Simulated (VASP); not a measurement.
Data:

```
CuCl
1.0
    0.00000     2.38039     2.38039
    2.38039     0.00000     2.38039
    2.38039     2.38039     0.00000
Cu Cl
1 1
Direct
  0.00000   0.00000   0.00000
  0.25000   0.25000   0.25000
```

All values below come from PBEsol GGA, VASP's PBE PAW potentials (set 64) (plane waves; VASP 6.6.1). Settings: 500 eV cut-off, 10×10×10 Γ-centred mesh, Gaussian smearing of 0.050 eV, potentials Cu Cl.

Q: Estimate the energy per atom (σ→0), pressure, band gap (on the k-mesh) with the smallest direct gap where there is one.

A: 
| Property | Value |
|---|---|
| band gap (on the k-mesh) | 1.41 eV |
| smallest direct gap (on the k-mesh) | 1.41 eV |
| energy per atom (σ→0) | -3.011 eV/atom |
| pressure | 44.79 GPa |

Only differences to runs with the same potentials and settings are physical.

The compound is CuCl in the zinc blende structure. It was relaxed first under an external pressure of 45 GPa.
